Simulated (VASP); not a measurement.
```
PbF2
1.0
    0.00000     2.90707     2.90707
    2.90707     0.00000     2.90707
    2.90707     2.90707     0.00000
Pb F
1 2
Direct
  0.00000   0.00000   0.00000
  0.25000   0.25000   0.25000
  0.75000   0.75000   0.75000
```

Level of theory: LDA (Ceperley-Alder, Perdew-Zunger), VASP's LDA PAW potentials (set 64) (plane waves; VASP 6.6.1). Run with 620 eV cut-off, 7×7×7 Γ-centred mesh, Gaussian smearing of 0.050 eV, potentials Pb_d F.

Energy and stress use the plane-wave basis of the starting cell.

Task: The ions, cell shape and volume at an external pressure of 5.0 GPa are relaxed. What does this cell relax into?

Result: 
```
PbF2
1.0
    0.00000     2.85692     2.85692
    2.85692     0.00000     2.85692
    2.85692     2.85692     0.00000
Pb F
1 2
Cartesian
  0.00000   0.00000   0.00000
  1.42846   1.42846   1.42846
  4.28539   4.28539   4.28539
```
Space group Fm-3m (225), at a tolerance of 0.03 Å.

Task: How do energy and volume change from the first to the last step?

Result: The energy (σ→0) changes by +11.9 meV/atom and the volume by -5.1 %, in 3 ionic steps.

The compound is PbF2 in the fluorite structure, the β form. This run relaxes it under an external pressure of 5 GPa. Symmetry was kept, so distortions that lower it aren't found.
